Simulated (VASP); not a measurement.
Here is the system:

```xyz
2
Lattice="0.0000 2.9630 2.9630 2.9630 0.0000 2.9630 2.9630 2.9630 0.0000" Properties=species:S:1:pos:R:3 pbc="T T T"
Hg     0.0000     0.0000     0.0000
S      1.4815     1.4815     1.4815
```

All values below come from PBE GGA with D4 dispersion, VASP's PBE PAW potentials (set 64) (plane waves; VASP). Numerical set-up: 520 eV cut-off, Gaussian smearing of 0.050 eV, potentials Hg S.

Unless said otherwise, spin-orbit coupling is left out, though it shifts the bands of the heavy elements here.

What does the run give for the band gap (along the path) with the smallest direct gap where there is one?

```
Property                                                      Value
-------------------------  ----------------------------------------
band gap (along the path)  none (metal, semimetal or under 0.01 eV)
```

Total energies compare only between runs with the same potentials, cut-off and functional.

The compound is HgS in the zinc blende structure, metacinnabar; cinnabar is the stable form. It was relaxed first.
